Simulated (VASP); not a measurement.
Output of a VASP run:

OSZICAR:
```
       N       E                     dE             d eps       ncg     rms          rms(c)
DAV:   1     0.111315706955E+03    0.11132E+03   -0.83283E+03  1052   0.151E+03
DAV:   2    -0.259768669672E+01   -0.11391E+03   -0.10515E+03  1100   0.360E+02
DAV:   3    -0.946195501372E+01   -0.68643E+01   -0.68261E+01  1199   0.906E+01
DAV:   4    -0.953922998349E+01   -0.77275E-01   -0.77249E-01  1142   0.989E+00
DAV:   5    -0.954000279475E+01   -0.77281E-03   -0.77281E-03  1160   0.106E+00    0.492E+00
DAV:   6    -0.877511217229E+01    0.76489E+00   -0.33615E+00  1231   0.179E+01    0.188E+00
DAV:   7    -0.875889347995E+01    0.16219E-01   -0.32360E-02  1043   0.270E+00    0.102E+00
DAV:   8    -0.875781009881E+01    0.10834E-02   -0.27348E-02  1055   0.473E+00    0.129E-01
DAV:   9    -0.875853523627E+01   -0.72514E-03   -0.42818E-03  1169   0.753E-01    0.869E-02
DAV:  10    -0.875845467147E+01    0.80565E-04   -0.87582E-04  1085   0.360E-01    0.214E-02
DAV:  11    -0.875845402658E+01    0.64489E-06   -0.57531E-05  1103   0.162E-01    0.384E-03
DAV:  12    -0.875845458849E+01   -0.56190E-06   -0.52418E-06  1145   0.321E-02    0.251E-03
DAV:  13    -0.875845454652E+01    0.41968E-07   -0.52249E-07  1082   0.782E-03
   1 F= -.87584545E+01 E0= -.87584545E+01  d E =-.325513E-11
```

**OUTCAR**
```
------------------------ aborting loop because EDIFF is reached ----------------------------------------
  FORCE on cell =-STRESS in cart. coord.  units (eV):
  Direction    XX          YY          ZZ          XY          YZ          ZX
  --------------------------------------------------------------------------------------
  Total       -0.4193374     -0.4193374     -0.4193374      0.0000000     -0.0000000     -0.0000000
  in kB      -25.5437925    -25.5437925    -25.5437925      0.0000000     -0.0000000     -0.0000000
  external PRESSURE =     -25.5437925 kB  Pullay stress =       0.0000000 kB
  volume of cell :       26.30
      direct lattice vectors                 reciprocal lattice vectors
     0.000000000  2.360403684  2.360403684    -0.211828173  0.211828173  0.211828173
     2.360403684  0.000000000  2.360403684     0.211828173 -0.211828173  0.211828173
     2.360403684  2.360403684  0.000000000     0.211828173  0.211828173 -0.211828173
  FREE ENERGIE OF THE ION-ELECTRON SYSTEM (eV)
  ---------------------------------------------------
  free  energy   TOTEN  =        -8.7584545465 eV

  energy  without entropy=       -8.7584545465  energy(sigma->0) =       -8.75845455
```
(Selected blocks of OUTCAR.)

File POSCAR:
```
NaF
1
    0.0000000000     2.3604036839     2.3604036839
    2.3604036839     0.0000000000     2.3604036839
    2.3604036839     2.3604036839     0.0000000000
Na F
1 1
Direct
  0.0000000000   0.0000000000   0.0000000000
  0.5000000000   0.5000000000   0.5000000000
```

Write an INCAR and KPOINTS that could have produced this output.

One answer among several that fit: the input of the run itself, PBEsol GGA, plane waves, VASP's PBE PAW potentials (set 64).

INCAR:
```
ALGO = Normal
EDIFF = 1E-7
ENCUT = 520
GGA = PS
ISIF = 2
ISMEAR = 0
LASPH = .TRUE.
LCHARG = .FALSE.
LREAL = .FALSE.
LWAVE = .FALSE.
NELM = 100
PREC = Accurate
SIGMA = 0.05
SYSTEM = NaF
```

**KPOINTS**
```
Automatic mesh
0
Gamma
10 10 10
0 0 0
```

POTCAR, in this order: Na_pv F (PBE.64 set). Program: vasp_std.

The compound is NaF in the rock salt structure. This cell is one point of a volume scan, at 1.06 of the reference volume.
